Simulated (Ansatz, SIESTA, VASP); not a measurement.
## NiO (Fm-3m, 4 atoms in the cell) computed with different codes at matched settings

Self-consistent single point.

```
CELL_PARAMETERS angstrom
      4.18000     2.09000     2.09000
      2.09000     4.18000     2.09000
      2.09000     2.09000     4.18000
ATOMIC_POSITIONS crystal
  Ni 0.00000 0.00000 0.00000
  Ni 0.50000 0.50000 0.50000
  O  0.25000 0.25000 0.25000
  O  0.75000 0.75000 0.75000
```
Moments meant for the start (each program seeds them in its own way; μB, in the order of the atoms Ni Ni O O): 2.0 -2.0 0.0 0.0.

Shared settings, as Ansatz (a quantum-chemistry and plane-wave program) writes them: kpoints.mp_grid.grid = 7 7 7; scf.occupations.method = fermi_dirac; scf.occupations.width = 0.02 eV. Potentials and cutoffs stand in the table.

```json
[
 {"code": "SIESTA", "model": "GGA PBE, numerical atomic orbitals DZP, PseudoDojo PBE standard norm-conserving potentials (rewritten from UPF to PSML)", "pressure (GPa)": "-5.61", "gap on the mesh (eV)": "1.024", "cutoff": "grid 400 Ry"},
 {"code": "Ansatz", "model": "PBE, default PAW files", "pressure (GPa)": "1.00", "gap on the mesh (eV)": "1.075", "cutoff": "420 eV"},
 {"code": "VASP", "model": "PBE, VASP's PBE PAW potentials (set 64)", "pressure (GPa)": "-4.26", "gap on the mesh (eV)": "–", "cutoff": "400 eV"}
]
```

A dash marks a value that a program does not give, or that is left out as unsure.

No gap is tabulated for VASP: it is not read from that output, or partly filled or unconverged empty levels leave it unsure.

Gaps are read on the mesh.

On Ansatz's run: the magnetic order is the one reached from the typed start; others were not searched systematically.

The spread over the programs that give each value: pressure within 6.61 GPa; gap on the mesh within 0.051 eV.

SIESTA uses small atom-centred bases, whose incompleteness enters pressures, forces and empty levels differently from a plane-wave cutoff. Ansatz's pressure is given at a fixed set of plane waves, as the other plane-wave codes print theirs; with its correction for the finite basis it is 1.73 GPa (the shift of 0.73 GPa shows how far the cutoff is from converged).

On the base mesh (6 6 6) the same programs gave: Ansatz pressure 0.97 GPa, gap on the mesh 1.029 eV; SIESTA pressure -5.65 GPa, gap on the mesh 1.030 eV; VASP pressure -4.42 GPa.

VASP's run is marked for a possible Pulay error in its stress at this cutoff; no cutoff test was made.

The starting cell has typed, rounded lattice constants, without a prior relaxation at this level.

Keys are those of Ansatz 0.2.
